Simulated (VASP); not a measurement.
An input for Quantum ESPRESSO's pw.x (written as the equivalent of a VASP run, and not itself run):

```
&CONTROL
  calculation = 'vc-relax'
  pseudo_dir = './pseudo'
  outdir = './out'
  tprnfor = .true.
  tstress = .true.
  nstep = 40
  forc_conv_thr = 0.00078
/
&SYSTEM
  ibrav = 0
  nat = 3
  ntyp = 1
  ecutwfc = 86
  occupations = 'smearing'
  smearing = 'gaussian'
  degauss = 0.003675
  input_dft = 'pbesol'
/
&ELECTRONS
  conv_thr = 7.3e-08
  electron_maxstep = 100
/
&IONS
/
&CELL
/
ATOMIC_SPECIES
  Se 78.971 Se.upf
CELL_PARAMETERS angstrom
     2.0216430   -3.5015883   -0.0000000
     2.0216430    3.5015883    0.0000000
     0.0000000    0.0000000    5.1265898
ATOMIC_POSITIONS crystal
  Se   0.0000000  0.2483172  0.6666670
  Se   0.7516828  0.7516828  0.0000000
  Se   0.2483172  0.0000000  0.3333330
K_POINTS automatic
  6 6 5 0 0 0
```

Task: Write the VASP files for the same calculation (PBEsol).

Result: Several could match; the one computed here: 
**INCAR**
```
SYSTEM=Se
PREC=Accurate; ENCUT=500; LREAL=.False.
LASPH=.True.
EDIFF=1E-6; NELM=100; ALGO=Normal
LMAXMIX=4
ISMEAR=0; SIGMA=0.05
GGA=PS
IBRION=2; NSW=40; ISIF=3
EDIFFG=-0.02
LWAVE=.False.; LCHARG=.False.
```

File POSCAR:
```
Se
1
    2.0216429664    -3.5015883213    -0.0000000000
    2.0216429664     3.5015883213     0.0000000000
    0.0000000000     0.0000000000     5.1265898408
Se
3
Direct
  0.0000000000   0.2483172003   0.6666670000
  0.7516827997   0.7516827997   0.0000000000
  0.2483172003   0.0000000000   0.3333330000
```

File KPOINTS:
```
Automatic mesh
0
gamma
  6 6 5
0 0 0
```

POTCAR, in this order: Se (PBE.64 set). Program: vasp_std.

What does not carry over: the potentials are each code's own (VASP's PAW set, PseudoDojo norm-conserving files in pw.x), so ENCUT and ecutwfc are chosen apart and not converted; conv_thr bounds pw.x's estimated SCF error, while EDIFF bounds the energy change between steps; forc_conv_thr acts on force components and is met together with etot_conv_thr.

The compound is Se in the trig structure. This run relaxes it. Symmetry was kept, so distortions that lower it aren't found.
